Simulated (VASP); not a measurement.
**SnS$_{2}$ (space group P6_3mc): computed properties**

These are LDA (Ceperley-Alder, Perdew-Zunger), VASP's LDA PAW potentials (set 64) (plane waves; VASP) values and carry that method's errors.

```yaml
space_group: P6_3mc (186)
cell: a = 3.6321 Å, b = 3.6321 Å, c = 11.4321 Å, α = 90.00°, β = 90.00°, γ = 120.00°
volume_per_atom: 21.77 Å^3/atom
band gap (over mesh and band path): 0.87 eV
smallest direct gap (over mesh and band path): 1.27 eV
band_edge_character_without_spin_orbit_coupling: indirect, K-Γ at 0.89 to M
band_gap_with_spin_orbit_coupling: 0.88 eV
density: 4.65 g/cm³
mean ε∞ (independent particles): 9.84
```

```yaml
crystal:
  lattice:
    - [3.63205, 0.00000, 0.00000]
    - [-1.81603, 3.14545, 0.00000]
    - [0.00000, 0.00000, 11.43213]
  atoms:
    - { symbol: Sn, position: [0.33333, 0.66667, 0.62512] }
    - { symbol: Sn, position: [0.66667, 0.33333, 0.12512] }
    - { symbol: S, position: [0.66667, 0.33333, 0.75318] }
    - { symbol: S, position: [0.33333, 0.66667, 0.25318] }
    - { symbol: S, position: [0.00000, 0.00000, 0.99670] }
    - { symbol: S, position: [0.00000, 0.00000, 0.49670] }
```

Unless said otherwise, spin-orbit coupling is left out, though it shifts the bands of the heavy elements here.

The structure comes from a computed database's SnS2 entry (P6_3mc); how it stands against other phases isn't given here. It was relaxed first, which changed the volume by -10 %. Symmetry was kept, so distortions that lower it aren't found.
